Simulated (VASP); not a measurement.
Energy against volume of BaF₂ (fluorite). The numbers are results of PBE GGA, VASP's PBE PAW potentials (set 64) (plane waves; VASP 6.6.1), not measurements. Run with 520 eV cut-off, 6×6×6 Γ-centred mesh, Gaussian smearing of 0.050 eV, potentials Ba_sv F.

```json
[
 {"V (Å³/atom)": "19.479", "E (eV/atom)": "-5.69520"},
 {"V (Å³/atom)": "20.101", "E (eV/atom)": "-5.70618"},
 {"V (Å³/atom)": "20.723", "E (eV/atom)": "-5.70975"},
 {"V (Å³/atom)": "21.344", "E (eV/atom)": "-5.70709"}
]
```

Task: Fit these four points and predict the energy of the run at 21.966 Å³/atom.

Result: A cubic in V^(−2/3), the third-order Birch-Murnaghan form, passes through the four points with V0 = 20.75 Å³/atom and B0 = 53 GPa, and gives -5.6992 eV/atom there. The run gave -5.6992 eV/atom, +0.0 meV/atom from the fit; all five points give B0 = 53 GPa.

The compound is BaF2 in the fluorite structure. It was relaxed first.
